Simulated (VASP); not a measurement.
All values below come from PBE GGA with D3 dispersion (zero damping), VASP's PBE PAW potentials (set 64) (plane waves; VASP).

A VASP calculation is set up with these files.

**INCAR**
```
LCHARG  =  .FALSE.
SYSTEM  =  CdTe
LWAVE  =  .FALSE.
NELM  =  100   # most electronic steps
PREC  =  Accurate
GGA  =  PE   # PBE
SIGMA  =  0.05   # width (eV)
ISMEAR  =  0   # Gaussian
LASPH  =  .TRUE.   # aspherical one-centre terms
IVDW  =  11   # D3, zero damping
LREAL  =  .FALSE.   # projection in real space or not
ISIF  =  2
ENCUT  =  520
EDIFF  =  1E-7   # SCF stop (eV)
ALGO  =  Normal   # blocked Davidson
LMAXMIX  =  4
```

**POSCAR**
```
CdTe
1
    0.0000000000     3.2666962111     3.2666962111
    3.2666962111     0.0000000000     3.2666962111
    3.2666962111     3.2666962111     0.0000000000
Cd Te
1 1
Direct
  0.0000000000   0.0000000000   0.0000000000
  0.2500000000   0.2500000000   0.2500000000
```

KPOINTS:
```
Automatic mesh
0
Gamma
7 7 7
0 0 0
```

POTCAR, in this order: Cd Te (PBE.64 set). Program: vasp_std.

Unless said otherwise, spin-orbit coupling is left out, though it shifts the bands of the heavy elements here.

Q: Estimate the energy per atom (σ→0), dispersion energy, band gap (on the k-mesh).

A: 
```yaml
energy per atom (σ→0): -2.659 eV/atom
dispersion_energy: -0.522 eV
band gap (on the k-mesh): 0.70 eV
```

**OSZICAR**
```
...
DAV:   9    -0.479622207514E+01   -0.33844E-03   -0.98094E-04   608   0.365E-01    0.114E-01
DAV:  10    -0.479628893321E+01   -0.66858E-04   -0.12633E-04   560   0.117E-01    0.534E-02
DAV:  11    -0.479633272065E+01   -0.43787E-04   -0.87042E-05   533   0.677E-02    0.357E-02
DAV:  12    -0.479633153084E+01    0.11898E-05   -0.34799E-06   634   0.177E-02    0.211E-02
DAV:  13    -0.479633133759E+01    0.19325E-06   -0.52056E-07   555   0.398E-03    0.137E-02
DAV:  14    -0.479633130815E+01    0.29442E-07   -0.13154E-06   530   0.820E-03    0.590E-03
DAV:  15    -0.479633133771E+01   -0.29559E-07   -0.73668E-08   445   0.273E-03
   1 F= -.53183578E+01 E0= -.53183578E+01  d E =-.595021E-11
```

The compound is CdTe in the zinc blende structure. It was relaxed first.
